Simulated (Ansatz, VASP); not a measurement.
# TiC: VASP beside Ansatz, part 2 of 2

Aim: how closely do two programs agree when they are given the same cell, functional and k mesh? The structure shown is the end of the Ansatz relaxation below.

VASP 6.6.1 and Ansatz 0.2.0.

So far. Step 3 (VASP: single point, PBEsol, pair 1): The run ends at a pressure of 4.06 GPa.

### 6. VASP: single point, PBEsol, pair 2

Level of this step: PBEsol; plane waves and PAW (Ti_sv, C) (VASP).

The same cell, functional, mesh and smearing now go to VASP, with its own data sets.

The input, INCAR:

```
SYSTEM = TiC
PREC = Accurate
ENCUT = 600
EDIFF = 1E-06
NELM = 120
ISMEAR = -1
SIGMA = 0.05
LREAL = .FALSE.
ALGO = Normal
GGA = PS
NBANDS = 22
LASPH = .TRUE.
LORBIT = 11
LWAVE = .FALSE.
LCHARG = .FALSE.
ISIF = 2
GGA_COMPAT = .FALSE.
KPAR = 2
```

The input, POSCAR:

```
TiC
1.0
    3.0530629032      0.0000000000      0.0000000000
    0.0000000000      3.0530629032      0.0000000000
    0.0000000000      0.0000000000      4.1640237600
Ti C
2 2
Direct
    0.0000000000      0.0000000000      0.0000000000
    0.5000000000      0.5000000000      0.5000000000
    0.0000000000      0.0000000000      0.5000000000
    0.5000000000      0.5000000000      0.0000000000
```

The input, KPOINTS:

```
Automatic mesh
0
Gamma
14 14 10
0 0 0
```

PAW data sets: Ti_sv and C (PBE family, release 64).

Command:

```sh
$ mpirun -np 2 vasp_std
```

Numbers of over 12 decimals in the logs are rounded to 6 here.

The program printed:

```text
[banner, memory and clock lines left out]
running    2 mpi-ranks, on    1 nodes
[...]
[... a notice as in an earlier step ...]

 LDA part: xc-table for (Slater+PW92), standard interpolation
 POSCAR, INCAR and KPOINTS ok, starting setup
[...]
entering main loop
       N       E                     dE             d eps       ncg     rms          rms(c)
DAV:   1     0.364462722521E+03    0.36446E+03   -0.17393E+04  9520   0.197E+03
DAV:   2    -0.350305474787E+01   -0.36797E+03   -0.35396E+03  9680   0.527E+02
DAV:   3    -0.479919353123E+02   -0.44489E+02   -0.42781E+02 16722   0.155E+02
DAV:   4    -0.500488474471E+02   -0.20569E+01   -0.20521E+01 11892   0.316E+01
[...]
DAV:  12    -0.395427825056E+02   -0.25688E-04   -0.41302E-04 13804   0.169E-01    0.245E-02
DAV:  13    -0.395427794326E+02    0.30731E-05   -0.34045E-05 12638   0.485E-02    0.458E-03
DAV:  14    -0.395427790748E+02    0.35782E-06   -0.24362E-06  8498   0.195E-02
   1 F= -.39542779E+02 E0= -.39540613E+02  d E =-.433128E-02
```

From OUTCAR (step 6):

```text
  Total        0.0727616      0.0727616      4.4018234      0.0000000      0.0000000      0.0000000
  in kB        3.0035022      3.0035022    181.7014924      0.0000000      0.0000000      0.0000000
  external PRESSURE =      62.5694990 kB  Pullay stress =       0.0000000 kB

 POSITION                                       TOTAL-FORCE (eV/Angst)
 -----------------------------------------------------------------------------------
      0.00000      0.00000      0.00000         0.000000     -0.000000     -0.000000
      1.52653      1.52653      2.08201        -0.000000      0.000000      0.000000
      0.00000      0.00000      2.08201         0.000000     -0.000000     -0.000000
      1.52653      1.52653      0.00000         0.000000     -0.000000      0.000000
 -----------------------------------------------------------------------------------
    total drift:                                0.000000      0.000000     -0.000000

  FREE ENERGIE OF THE ION-ELECTRON SYSTEM (eV)
  ---------------------------------------------------
  free  energy   TOTEN  =       -39.5427790748 eV

  energy  without entropy=      -39.5384477908  energy(sigma->0) =      -39.54061343

[... 1 part as in an earlier step ...]

[... 2 further parts left out ...]
[key lines of the parts left out:]
E-fermi :   9.8472
```

The run ends at a pressure of 6.26 GPa.

### 7. Side by side

Compared:

```
      quantity  Ansatz  VASP  difference
pressure (GPa)    5.95  6.26       -0.31
```

### 8. Ansatz: relaxation, PBEsol

This run makes the geometry at which the two programs are then compared. The cell compared in this pair holds 39.31 Å³, against 38.81 Å³ for the pair before.

The structure compared here is the end of the Ansatz relaxation.

The input, input.yaml:

```yaml
crystal:
  lattice:
    - [3.0430616825, 0.0, 0.0]
    - [0.0, 3.0430616825, 0.0]
    - [0.0, 0.0, 4.24987992]
  atoms:
    - { symbol: Ti, position: [0.0, 0.0, 0.0] }
    - { symbol: Ti, position: [0.5, 0.5, 0.5] }
    - { symbol: C, position: [0.0, 0.0, 0.5] }
    - { symbol: C, position: [0.5, 0.5, 0.0] }
kpoints:
  mp_grid: { grid: [14, 14, 10] }
scf:
  occupations: { method: fermi_dirac, width: 0.05 }
hamiltonian:
  xc: pbesol
  pseudopotentials: { kind: paw, azcp: { folder: soft_1 }, xc_functional: pbe }
basis:
  ecutwfc: 600
output:
  forces: true
  stress: true
  write_density: true
  write_potential: true
  elf: true
  volumetric_format: npy
relax:
  f_tol: 0.005
  max_steps: 70
  cell: { stress_tol: 0.02, p_target: 0, fix: [c, alpha, beta, gamma] }
```

Command:

```sh
$ ansatz run input.yaml --threads 4 --pin off --max-ram 10240MiB --backend cpu --events-out ev --progress --plain --runs-dir out
```

The program printed:

```text
[...]
Crystal: 4 atoms, lattice volume = 39.355 Å³
Basis set: ecut = 600 eV, 1297 PW (Γ), exchange–correlation on 50×50×72 points (8 copies of the dense FFT grid, shifted against one another)
Bands: 20, of which v1, the nominal top of the filled ones, is band 16 counted from 1 (15 counted from 0)
Symmetry: 32 space group operations
[...]
k-points: 216 of 1960
[...]
--- Relaxed structure (3 steps of the walk, 3 accepted, 1 SCFs on fresh bases) ---
[...]
cell:  # Å, volume = 39.3109 Å³
    - [3.041362, 0, 0]
    - [0, 3.041362, 0]
    - [0, 0, 4.24987992]
  atoms:
    - { symbol: Ti, position: [0, 0, 0] }
    - { symbol: Ti, position: [0.500000, 0.500000, 0.500000] }
    - { symbol: C, position: [0, 0, 0.500000] }
    - { symbol: C, position: [0.500000, 0.500000, 0] }
[key lines of the parts left out:]
SCF converged after 7 iterations
Free energy (F): -5444.855714 eV
Fermi energy:    15.089410 eV
P = ⅓ Tr σ = 1.7409 GPa (17.409 kbar)
```

### 9. VASP: single point, PBEsol, pair 3

The same cell, functional, mesh and smearing now go to VASP, with its own data sets.

INCAR is that of step 6.

The input, POSCAR:

```
TiC
1.0
    3.0413615284      0.0000000000      0.0000000000
    0.0000000000      3.0413615284      0.0000000000
    0.0000000000      0.0000000000      4.2498799200
Ti C
2 2
Direct
    0.0000000000      0.0000000000      0.0000000000
    0.5000000000      0.5000000000      0.5000000000
    0.0000000000      0.0000000000      0.5000000000
    0.5000000000      0.5000000000      0.0000000000
```

KPOINTS is that of step 6.

Command:

```sh
$ mpirun -np 2 vasp_std
```

The program printed:

```text
[... set-up lines as in an earlier step ...]
 entering main loop
       N       E                     dE             d eps       ncg     rms          rms(c)
DAV:   1     0.366576110923E+03    0.36658E+03   -0.17424E+04  9512   0.196E+03
DAV:   2    -0.337977837623E+01   -0.36996E+03   -0.35598E+03  9718   0.527E+02
DAV:   3    -0.481156026324E+02   -0.44736E+02   -0.43032E+02 16672   0.155E+02
DAV:   4    -0.501785716522E+02   -0.20630E+01   -0.20572E+01 11912   0.317E+01
[...]
DAV:  13    -0.396003069867E+02    0.24927E-05   -0.53398E-05 13734   0.571E-02    0.414E-03
DAV:  14    -0.396003066138E+02    0.37295E-06   -0.11977E-05 12768   0.357E-02    0.643E-03
DAV:  15    -0.396003057347E+02    0.87912E-06   -0.54413E-06 10384   0.176E-02
   1 F= -.39600306E+02 E0= -.39597857E+02  d E =-.489737E-02
```

Parts of OUTCAR (step 9):

```text
  Total        0.0604831      0.0604831      1.3458361      0.0000000     -0.0000000      0.0000000
  in kB        2.4650859      2.4650859     54.8516896      0.0000000     -0.0000000      0.0000000
  external PRESSURE =      19.9272871 kB  Pullay stress =       0.0000000 kB

 POSITION                                       TOTAL-FORCE (eV/Angst)
 -----------------------------------------------------------------------------------
      0.00000      0.00000      0.00000        -0.000000     -0.000000     -0.000000
      1.52068      1.52068      2.12494         0.000000      0.000000     -0.000000
      0.00000      0.00000      2.12494        -0.000000     -0.000000      0.000000
      1.52068      1.52068      0.00000        -0.000000     -0.000000      0.000000
 -----------------------------------------------------------------------------------
    total drift:                                0.000000      0.000000     -0.000000

  FREE ENERGIE OF THE ION-ELECTRON SYSTEM (eV)
  ---------------------------------------------------
  free  energy   TOTEN  =       -39.6003057347 eV

  energy  without entropy=      -39.5954083601  energy(sigma->0) =      -39.59785705

[... 1 part as in an earlier step ...]

[... 2 further parts left out ...]
[key lines of the parts left out:]
E-fermi :   9.6976
```

The run ends at a pressure of 1.99 GPa.

### 10. Differences

Both answers:

```
      quantity  Ansatz  VASP  difference
pressure (GPa)    1.74  1.99       -0.25
```

### 11. Outcome

```json
{
 "difference in pressure (single point, PBEsol, pair 1)": "-0.33 GPa",
 "difference in pressure (single point, PBEsol, pair 2)": "-0.31 GPa",
 "difference in pressure (single point, PBEsol, pair 3)": "-0.25 GPa"
}
```

In words: The difference in pressure is -0.33 GPa (single point, PBEsol, pair 1), within the 1 GPa picked in this series as the mark of a large difference. 3 further runs of this series are not shown here. How closely two codes agree says nothing of how well the functional describes the real material.

[Lines on the potential files, build, host, timing and source positions are cut from VASP's logs without a mark.]

[Logs are printed without paths, hosts, clocks, repeated set-up lines and the standing remarks that a program may print on its own settings, such as how far it seeks lower states.]

[Hosts, paths, dates, database ids (printed as entryN), source tags and the programs' standing remarks are cut or masked in the printed files.]
